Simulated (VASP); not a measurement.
## Rh under biaxial strain in the (111) plane

Wanted: the elastic response of Rh to biaxial strain in the (111) plane, with a fit that predicts a row left out.

Method: r2SCAN; plane waves and PAW (Rh_pv), in the first sound run; inputs show where later runs differ, in VASP 6.6.1.

## (1) The structure

It takes space group Fm-3m (No. 225, cubic). Conventional cell: a = 3.800 Å, b = 3.800 Å, c = 3.800 Å, α = 90.00°, β = 90.00°, γ = 90.00°. Rh has 12 Rh at 2.69 Å nearest.

Structure file:

```xyz
1
Lattice="0.0000 1.9000 1.9000 1.9000 0.0000 1.9000 1.9000 1.9000 0.0000" Properties=species:S:1:pos:R:3 pbc="T T T"
Rh    0.0000    0.0000    0.0000
```

## (2) Relax the crystal, r2SCAN

The series starts from the cell that this level prefers, so that zero strain is near zero stress.

Level: r2SCAN; plane waves and PAW (Rh_pv).

INCAR reads:

```
SYSTEM = Rh
PREC = Accurate
ENCUT = 450
EDIFF = 1E-07
NELM = 120
ISMEAR = 1
SIGMA = 0.15
LREAL = .FALSE.
ALGO = Normal
METAGGA = R2SCAN
LASPH = .TRUE.
NBANDS = 13
LORBIT = 11
LWAVE = .FALSE.
LCHARG = .FALSE.
KPAR = 8
IBRION = 2
NSW = 40
ISIF = 3
EDIFFG = -0.005
POTIM = 0.4
```

POSCAR reads:

```
Rh
1.0
    0.0000000000      1.9000000000      1.9000000000
    1.9000000000      0.0000000000      1.9000000000
    1.9000000000      1.9000000000      0.0000000000
Rh
1
Direct
    0.0000000000      0.0000000000      0.0000000000
```

KPOINTS reads:

```
Automatic mesh
0
Gamma
27 27 27
0 0 0
```

Potentials, in the order of the species: Rh_pv (PBE family, release 64).

The run is started by

```console
> mpirun -np 8 vasp_std
```

The log of the run:

```text
[banner, memory and clock lines left out]
running    8 mpi-ranks, on    1 nodes
[...]
|                                                                             |
|           W    W    AA    RRRRR   N    N  II  N    N   GGGG   !!!           |
|           W    W   A  A   R    R  NN   N  II  NN   N  G    G  !!!           |
|           W    W  A    A  R    R  N N  N  II  N N  N  G       !!!           |
|           W WW W  AAAAAA  RRRRR   N  N N  II  N  N N  G  GGG   !            |
|           WW  WW  A    A  R   R   N   NN  II  N   NN  G    G                |
|           W    W  A    A  R    R  N    N  II  N    N   GGGG   !!!           |
|                                                                             |
|     For optimal performance we recommend to set                             |
|       NCORE = 2 up to number-of-cores-per-socket                            |
|     NCORE specifies how many cores store one orbital (NPAR=cpu/NCORE).      |
|     This setting can greatly improve the performance of VASP for DFT.       |
[...]
DAV:   9    -0.241366481610E+02    0.16950E-07   -0.74165E-10  7380   0.395E-04
   2 F= -.24136648E+02 E0= -.24136960E+02  d E =0.326719E-03
 trial-energy change:    0.000327  1 .order    0.000311   -0.000753    0.001376
 step:   0.3439(harm=  0.3538)  dis= 0.00000  next Energy=   -24.137104 (dE=-0.129E-03)
[...]
N       E                     dE             d eps       ncg     rms          rms(c)
DAV:   1    -0.241487516561E+02   -0.12103E-01   -0.14976E-01 14560   0.589E+00    0.760E-01
DAV:   2    -0.241370406148E+02    0.11711E-01   -0.21894E-02 14590   0.214E+00    0.126E-01
DAV:   3    -0.241370585027E+02   -0.17888E-04   -0.35898E-04 15000   0.219E-01    0.757E-02
DAV:   4    -0.241371068165E+02   -0.48314E-04   -0.35970E-05 15025   0.726E-02    0.169E-02
DAV:   5    -0.241371058981E+02    0.91846E-06   -0.10034E-05 16280   0.423E-02    0.565E-03
DAV:   6    -0.241371030872E+02    0.28109E-05   -0.58641E-07 15125   0.896E-03    0.821E-04
DAV:   7    -0.241371032984E+02   -0.21119E-06   -0.26421E-08  7455   0.232E-03    0.384E-04
DAV:   8    -0.241371033193E+02   -0.20866E-07   -0.54349E-09  7310   0.101E-03
   3 F= -.24137103E+02 E0= -.24137417E+02  d E =-.128439E-03
[...]
reached required accuracy - stopping structural energy minimisation
```

Elapsed: 66 s, on 8 MPI ranks of Intel Xeon 6975P-C (Granite Rapids), shared host; peak memory 1.4 GiB.

The logs omit lines about the potential files and the build; timing stands in the text.

Parts of OUTCAR (step 2):

```text
  Total        0.0016394      0.0016394      0.0016394      0.0000000     -0.0000000      0.0000000
  in kB        0.1908613      0.1908613      0.1908613      0.0000000     -0.0000000      0.0000000
  external PRESSURE =       0.1908613 kB  Pullay stress =       0.0000000 kB

 POSITION                                       TOTAL-FORCE (eV/Angst)
 -----------------------------------------------------------------------------------
     -0.00000      0.00000      0.00000         0.000000     -0.000000     -0.000000
 -----------------------------------------------------------------------------------
    total drift:                                0.000000      0.000000      0.000000

  FREE ENERGIE OF THE ION-ELECTRON SYSTEM (eV)
  ---------------------------------------------------
  free  energy   TOTEN  =       -24.1371033193 eV

  energy  without entropy=      -24.1380453530  energy(sigma->0) =      -24.13741733

 reached required accuracy - stopping structural energy minimisation

[... 3 further parts left out ...]
[key lines of the parts left out:]
E-fermi :  11.7151
```

Read from the output:

* energy(sigma→0) of the program: -24.1374 eV
* stress, compression positive: 0.02 along [111], 0.02 across it (mean), GPa
* volume: 13.762 Å³
* ionic steps: 3

## (3) Strain along the normal, r2SCAN

One member in full: the plane is strained by 1.5 %, and the strain along the normal is moved by secant steps until the normal stress is under 0.012 GPa or five steps are spent; the atoms relax at each step.

This step took 4 runs, each at a new trial strain with the atoms of the one before; the last is shown.

Level: r2SCAN; plane waves and PAW (Rh_pv).

INCAR: that of step 2 with these lines changed.

```diff
@@ -15,7 +15,7 @@
 LCHARG = .FALSE.
-KPAR = 8
-IBRION = 2
-NSW = 40
-ISIF = 3
-EDIFFG = -0.005
-POTIM = 0.4
+KPAR = 2
+IBRION = 1
+NSW = 25
+ISIF = 2
+EDIFFG = -0.004
+POTIM = 0.3
```

POSCAR reads:

```
Rh
1.0
   -0.0292693530      1.9012951690      1.9012951690
    1.9012951690     -0.0292693530      1.9012951690
    1.9012951690      1.9012951690     -0.0292693530
Rh
1
Direct
    0.0000000000      0.0000000000      0.0000000000
```

KPOINTS is that of step 2.

The run is started by

```console
> mpirun -np 2 vasp_std
```

The log of the run:

```text
[banner, memory and clock lines left out]
running    2 mpi-ranks, on    1 nodes
[...]
[... a notice as in an earlier step ...]

 LDA part: xc-table for (None), standard interpolation
 POSCAR, INCAR and KPOINTS ok, starting setup
[...]
entering main loop
       N       E                     dE             d eps       ncg     rms          rms(c)
DAV:   1     0.922932009600E+02    0.92293E+02   -0.84207E+03 48018   0.113E+03
DAV:   2    -0.276595506790E+02   -0.11995E+03   -0.11490E+03 51349   0.343E+02
DAV:   3    -0.291081888152E+02   -0.14486E+01   -0.14457E+01 57759   0.427E+01
DAV:   4    -0.291141517140E+02   -0.59629E-02   -0.59617E-02 54093   0.284E+00
[...]
DAV:  10    -0.241265168976E+02   -0.50290E-04   -0.15969E-04 50289   0.157E-01    0.364E-02
DAV:  11    -0.241265052883E+02    0.11609E-04   -0.16011E-05 49134   0.552E-02    0.869E-04
DAV:  12    -0.241265053122E+02   -0.23862E-07   -0.17395E-07 51720   0.500E-03
   1 F= -.24126505E+02 E0= -.24126807E+02  d E =-.241265E+02
 BRION: g(F)=  0.152E-60 g(S)=  0.000E+00
 reached required accuracy - stopping structural energy minimisation
```

It took 3.7 min on 2 MPI ranks; peak memory 0.67 GiB; 7.4 min of CPU time.

Parts of OUTCAR (step 3):

```text
  Total       -0.4905792     -0.4905792     -0.4905792      0.2453014      0.2453014      0.2453014
  in kB      -55.8891223    -55.8891223    -55.8891223     27.9459018     27.9459018     27.9459018
  external PRESSURE =     -55.8891223 kB  Pullay stress =       0.0000000 kB

 POSITION                                       TOTAL-FORCE (eV/Angst)
 -----------------------------------------------------------------------------------
      0.00000      0.00000      0.00000         0.000000     -0.000000     -0.000000
 -----------------------------------------------------------------------------------
    total drift:                                0.000000      0.000000      0.000000

  FREE ENERGIE OF THE ION-ELECTRON SYSTEM (eV)
  ---------------------------------------------------
  free  energy   TOTEN  =       -24.1265053122 eV

  energy  without entropy=      -24.1274097461  energy(sigma->0) =      -24.12680679

[... 1 part as in an earlier step ...]

[... 3 further parts left out ...]
[key lines of the parts left out:]
E-fermi :  11.3207
```

Numbers from this step:

| Property | Result |
| --- | --- |
| energy(sigma→0) of the program | -24.1268 eV |
| stress, compression positive | 0.00 along [111], -8.38 across it (mean), GPa |
| ionic steps | 1 |

## (4) All members

The other members went through these steps as far as the tables show, with the same cutoff and, step by step, the same mesh; 30 runs are not shown. The session took 4.4 core hours (wall time by ranks) on a shared machine.

```csv
in-plane strain (%),strain along the normal (%),"in-plane stress, tension positive (GPa)","energy above the unstrained row, extrapolated to no smearing (meV/atom)"
-2.000,1.130,-14.019,23.689
-1.500,0.840,-10.203,13.193
-1.000,0.558,-6.595,5.851
-0.500,0.280,-3.204,1.530
0,0.005,-0.018,0.000
0.500,-0.268,2.968,1.135
1.000,-0.538,?,?
1.500,-0.808,8.383,10.691
2.000,-1.074,10.830,18.855
```

## (5) Stress from the known rows

Fitting a parabola to the 8 known rows (e: strain in %) gives stress = − 0.3950 e² + 6.203 e − 0.01547 in GPa; the residuals are 0.015 GPa r.m.s.

At e = 1 this predicts 5.793 GPa.

## (6) The withheld row

The calculation gives 5.765 GPa, so the prediction is 0.028 GPa too high, within twice the residual of the fit.

Slopes at zero strain, from cubics through all rows: strain ratio -0.547, stress over strain 617 GPa.

## (7) Summary of results

```
error of the predicted stress      : 0.028 GPa
ratio of normal to in-plane strain : -0.547
biaxial modulus                    : 617 GPa
```

In words: As a check, the curvature of the energy gives 616 GPa for the same modulus (energy per volume = M × strain²), 0 % from the slope of the stress. The energy also has a linear term worth 0.20 GPa that the stress column lacks, a mark of the finite basis or of the smearing. These are static values: temperature and zero-point motion are left out. In a metal the slopes also depend on mesh and smearing, which were held through the series.

[Lines on the potential files, build, host, timing and source positions are cut from VASP's logs without a mark.]

[Logs are printed without paths, hosts, clocks, repeated set-up lines and the standing remarks that a program may print on its own settings, such as how far it seeks lower states.]

[Hosts, paths, dates, database ids (printed as entryN), source tags and the programs' standing remarks are cut or masked in the printed files.]

[In band tables of VASP the shares of atoms and orbitals are scaled to a sum of 1 inside the atoms' spheres.]
